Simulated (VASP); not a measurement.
Output of a VASP run:

File OUTCAR:
```
 ion  position               nearest neighbor table
   1  0.500  0.500  0.500-   2 2.96   2 2.96   2 2.96   2 2.96   2 2.96   2 2.96
   2  0.000  0.000  0.000-   1 2.96   1 2.96   1 2.96   1 2.96   1 2.96   1 2.96
  LATTYP: Found a face centered cubic cell.
 ALAT       =     5.9220320720
 Subroutine PRICEL returns:
 Original cell was already a primitive cell.
 Subroutine GETGRP returns: Found 48 space group operations
The static configuration has the point symmetry O_h .
The dynamic configuration has the point symmetry O_h .
 Subroutine INISYM returns: Found 48 space group operations
 Subroutine IBZKPT returns following result:
 Found     29 irreducible k-points:

 Following reciprocal coordinates:
            Coordinates               Weight
  0.000000  0.000000  0.000000      1.000000
  0.125000  0.000000  0.000000      8.000000
  0.250000  0.000000  0.000000      8.000000
  0.375000  0.000000  0.000000      8.000000
  0.500000  0.000000  0.000000      4.000000
  0.125000  0.125000  0.000000      6.000000
  0.250000  0.125000  0.000000     24.000000
  0.375000  0.125000  0.000000     24.000000
  0.500000  0.125000  0.000000     24.000000
 -0.375000  0.125000  0.000000     24.000000
 -0.250000  0.125000  0.000000     24.000000
 -0.125000  0.125000  0.000000     12.000000
  0.250000  0.250000  0.000000      6.000000
  0.375000  0.250000  0.000000     24.000000
  0.500000  0.250000  0.000000     24.000000
 -0.375000  0.250000  0.000000     24.000000
 -0.250000  0.250000  0.000000     12.000000
  0.375000  0.375000  0.000000      6.000000
  0.500000  0.375000  0.000000     24.000000
 -0.375000  0.375000  0.000000     12.000000
  0.500000  0.500000  0.000000      3.000000
  0.375000  0.250000  0.125000     24.000000
  0.500000  0.250000  0.125000     48.000000
 -0.375000  0.250000  0.125000     24.000000
  0.500000  0.375000  0.125000     24.000000
 -0.375000  0.375000  0.125000     48.000000
 -0.250000  0.375000  0.125000     24.000000
 -0.375000  0.500000  0.125000     12.000000
 -0.250000  0.500000  0.250000      6.000000
   k-points           NKPTS =     29   k-points in BZ     NKDIM =     29   number of bands    NBANDS=     14
   number of dos      NEDOS =    301   number of ions     NIONS =      2
   total plane-waves  NPLWV =  32768
   dimension x,y,z NGX =    32 NGY =   32 NGZ =   32
   dimension x,y,z NGXF=    64 NGYF=   64 NGZF=   64
   ions per type =               1   1
   PREC   = accura    normal or accurate (medium, high low for compatibility)
   ISTART =      0    job   : 0-new  1-cont  2-samecut
   ICHARG =      2    charge: 1-file 2-atom 10-const
   ISPIN  =      1    spin polarized calculation?
   LNONCOLLINEAR =      F non collinear calculations
   LSORBIT =      F    spin-orbit coupling
   INIWAV =      1    electr: 0-lowe 1-rand  2-diag
   ENCUT  =  500.0 eV  36.75 Ry    6.06 a.u.   7.63  7.63  7.63*2*pi/ulx,y,z
   NELM   =    100;   NELMIN=  2; NELMDL= -5     # of ELM steps
   EDIFF  = 0.1E-05   stopping-criterion for ELM
   LREAL  =      F    real-space projection
   NLSPLINE    = F    spline interpolate recip. space projectors
   LMAXMIX     =    4 max onsite mixed and CHGCAR
   VOSKOWN=      0    Vosko Wilk Nusair interpolation
   EDIFFG = -.2E-01   stopping-criterion for IOM
   NSW    =     40    number of steps for IOM
   NBLOCK =      1;   KBLOCK =     40    inner block; outer block
   IBRION =      2    ionic relax: 0-MD 1-quasi-New 2-CG
   NFREE  =      1    steps in history (QN), initial steepest desc. (CG)
   ISIF   =      3    stress and relaxation
   ISYM   =      2    0-nonsym 1-usesym 2-fastsym
   TEIN   =    0.0    initial temperature
   TEBEG  =    0.0;   TEEND  =   0.0 temperature during run
   SMASS  =  -3.00    Nose mass-parameter (am)
   PSTRESS=  300.0 pullay stress
   NELECT =      20.0000    total number of electrons
   EFERMI =   0.00;   METHOD = LEGACY
   ISMEAR =     0;   SIGMA  =   0.05  broadening in eV -4-tet -1-fermi 0-gaus
   IALGO  =     38    algorithm
...
```

OSZICAR:
```
...
DAV:   6    -0.752154819774E+01    0.59083E-01   -0.10092E-01  1180   0.383E+00    0.440E+00
DAV:   7    -0.751320524692E+01    0.83430E-02   -0.62021E-02  1112   0.220E+00    0.580E-01
DAV:   8    -0.751184156032E+01    0.13637E-02   -0.10292E-02  1070   0.127E+00    0.238E-01
DAV:   9    -0.751191179966E+01   -0.70239E-04   -0.56992E-04   986   0.261E-01    0.653E-02
DAV:  10    -0.751190892092E+01    0.28787E-05   -0.20540E-05  1090   0.666E-02    0.203E-02
DAV:  11    -0.751190916894E+01   -0.24802E-06   -0.31602E-06   886   0.204E-02
   1 F= 0.22102549E+01 E0= 0.22103276E+01  d E =0.221025E+01
       N       E                     dE             d eps       ncg     rms          rms(c)
DAV:   1    -0.165537791478E+02   -0.90419E+01   -0.27955E+02  1028   0.272E+02    0.260E+01
DAV:   2    -0.585422693611E+01    0.10700E+02   -0.27705E+01   962   0.170E+02    0.608E+00
DAV:   3    -0.472223809303E+01    0.11320E+01   -0.42302E+00  1050   0.426E+01    0.265E+00
DAV:   4    -0.470366349798E+01    0.18575E-01   -0.41308E-01  1010   0.648E+00    0.112E+00
DAV:   5    -0.470945055852E+01   -0.57871E-02   -0.15721E-02  1016   0.942E-01    0.126E+00
DAV:   6    -0.471656896689E+01   -0.71184E-02   -0.60388E-03  1232   0.174E+00    0.286E-01
DAV:   7    -0.471748540939E+01   -0.91644E-03   -0.16643E-03   938   0.478E-01    0.512E-01
DAV:   8    -0.471744693721E+01    0.38472E-04   -0.45301E-04  1114   0.386E-01    0.514E-02
DAV:   9    -0.471743684310E+01    0.10094E-04   -0.67385E-05   950   0.127E-01    0.105E-01
DAV:  10    -0.471743360945E+01    0.32336E-05   -0.12267E-05  1014   0.511E-02    0.601E-03
DAV:  11    -0.471743357115E+01    0.38298E-07   -0.95929E-07   436   0.129E-02
   2 F= 0.28949723E+01 E0= 0.28952736E+01  d E =0.684717E+00
       N       E                     dE             d eps       ncg     rms          rms(c)
DAV:   1    -0.120948330221E+02   -0.73774E+01   -0.19515E+02  1034   0.356E+02    0.141E+01
DAV:   2    -0.793031193068E+01    0.41645E+01   -0.11056E+01   980   0.656E+01    0.491E+00
DAV:   3    -0.701623048514E+01    0.91408E+00   -0.40344E+00  1010   0.379E+01    0.924E-01
DAV:   4    -0.701147290274E+01    0.47576E-02   -0.10015E-01   976   0.387E+00    0.120E+00
DAV:   5    -0.700868860537E+01    0.27843E-02   -0.10377E-02  1180   0.152E+00    0.762E-01
DAV:   6    -0.700715617276E+01    0.15324E-02   -0.35364E-03   860   0.898E-01    0.183E-01
DAV:   7    -0.700708501205E+01    0.71161E-04   -0.98927E-04  1076   0.624E-01    0.918E-02
DAV:   8    -0.700707195525E+01    0.13057E-04   -0.48940E-05   938   0.118E-01    0.500E-02
DAV:   9    -0.700706915688E+01    0.27984E-05   -0.18377E-05  1078   0.785E-02    0.286E-02
DAV:  10    -0.700706911428E+01    0.42599E-07   -0.77889E-07   412   0.800E-03
   3 F= 0.20944646E+01 E0= 0.20944646E+01  d E =-.115790E+00
       N       E                     dE             d eps       ncg     rms          rms(c)
DAV:   1    -0.697446180423E+01    0.32607E-01   -0.86641E-02  1034   0.607E+00    0.326E-01
DAV:   2    -0.697207902368E+01    0.23828E-02   -0.49853E-03   992   0.159E+00    0.105E-01
DAV:   3    -0.697167135163E+01    0.40767E-03   -0.15603E-03  1028   0.796E-01    0.168E-02
DAV:   4    -0.697167254140E+01   -0.11898E-05   -0.38545E-05   848   0.590E-02    0.205E-02
DAV:   5    -0.697167557694E+01   -0.30355E-05   -0.58842E-06   972   0.271E-02    0.811E-03
DAV:   6    -0.697167623687E+01   -0.65994E-06   -0.60589E-07   442   0.113E-02
   4 F= 0.20939817E+01 E0= 0.20939818E+01  d E =-.116273E+00
```

OUTCAR:
```
------------------------ aborting loop because EDIFF is reached ----------------------------------------
  FORCE on cell =-STRESS in cart. coord.  units (eV):
  Direction    XX          YY          ZZ          XY          YZ          ZX
  --------------------------------------------------------------------------------------
  Total        9.0402145      9.0402145      9.0402145      0.0000000      0.0000000      0.0000000
  in kB      299.1580265    299.1580265    299.1580265      0.0000000      0.0000000      0.0000000
  external PRESSURE =      -0.8419735 kB  Pullay stress =     300.0000000 kB
  volume of cell :       48.42
      direct lattice vectors                 reciprocal lattice vectors
     0.000000000  2.892807624  2.892807624    -0.172842465  0.172842465  0.172842465
     2.892807624 -0.000000000  2.892807624     0.172842465 -0.172842465  0.172842465
     2.892807624  2.892807624  0.000000000     0.172842465  0.172842465 -0.172842465
  FREE ENERGIE OF THE ION-ELECTRON SYSTEM (eV)
  ---------------------------------------------------
  free  energy   TOTEN  =        -6.9716762369 eV

  energy  without entropy=       -6.9716761070  energy(sigma->0) =       -6.97167617
  enthalpy is  TOTEN    =         2.0939816921 eV   P V=        9.0656579290

 reached required accuracy - stopping structural energy minimisation
```
(Selected blocks of OUTCAR.)

File POSCAR:
```
PbTe
1
   -0.0000000000     2.9610160360     2.9610160360
    2.9610160360     0.0000000000     2.9610160360
    2.9610160360     2.9610160360     0.0000000000
Te Pb
1 1
Direct
  0.5000000000   0.5000000000   0.5000000000
  0.0000000000   0.0000000000   0.0000000000
```

Problem. Write an INCAR and KPOINTS that could have produced this output.

Solution. One answer among several that fit: the input of the run itself, PBEsol GGA, plane waves, VASP's PBE PAW potentials (set 64).

**KPOINTS**
```
Automatic mesh
0
Gamma
8 8 8
0 0 0
```

**INCAR**
```
ISMEAR  =  0
ALGO  =  Normal   ! blocked Davidson
GGA  =  PS   ! PBEsol
IBRION  =  2
NSW  =  40
ENCUT  =  500   ! plane-wave cut-off (eV)
EDIFFG  =  -0.02
LREAL  =  .FALSE.
SYSTEM  =  PbTe
PSTRESS  =  300   ! kbar
NELM  =  100   ! most electronic steps
LCHARG  =  .FALSE.
PREC  =  Accurate
LASPH  =  .TRUE.
EDIFF  =  1E-6   ! SCF stop (eV)
SIGMA  =  0.05   ! width (eV)
ISIF  =  3
LMAXMIX  =  4   ! l cut-off of mixed one-centre charges
LWAVE  =  .FALSE.
```

POTCAR, in this order: Te Pb_d (PBE.64 set). Program: vasp_std.

Energy and stress use the plane-wave basis of the starting cell.

The compound is PbTe in the rock salt structure. This run relaxes it under an external pressure of 30 GPa. Symmetry was kept, so distortions that lower it aren't found.
